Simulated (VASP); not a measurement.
Given:

```xyz
4
Lattice="1.6881 -5.3448 0.0000 1.6881 5.3448 0.0000 0.0000 0.0000 4.4676" Properties=species:S:1:pos:R:3 pbc="T T T"
P      1.6881     4.2577     4.1075
P      1.6881     1.0871     1.8737
P      1.6881    -1.0871     2.5939
P      1.6881    -4.2577     0.3601
```

Level of theory: PBE GGA, VASP's PBE PAW potentials (set 64) (plane waves; VASP). Numerical set-up: 400 eV cut-off, 2×2×2 Monkhorst-Pack mesh, Gaussian smearing of 0.050 eV, potentials P.

Q: Give the force on each atom (eV/Å).

A: 
| atom | Fx | Fy | Fz |
|---|---|---|---|
| P1 | 0.000 | -0.460 | -0.265 |
| P2 | 0.000 | 0.460 | -0.265 |
| P3 | 0.000 | -0.460 | 0.265 |
| P4 | 0.000 | 0.460 | 0.265 |

Q: Give the stress tensor in GPa (positive for a compressed cell).

A: 
```
 1.47   0.00   0.00
 0.00   2.18   0.00
 0.00   0.00  -4.22
```
The pressure is its mean diagonal, -0.19 GPa.

The compound is P in the black structure. The cell was not relaxed at this level. The k-mesh is coarse (spacing up to 0.98 per Å, 2π included), so the numbers may not be converged in it. The run is one of a series of settings (KPOINTS 2×2×2 Monkhorst-Pack mesh against the base run), some of them coarse on purpose.
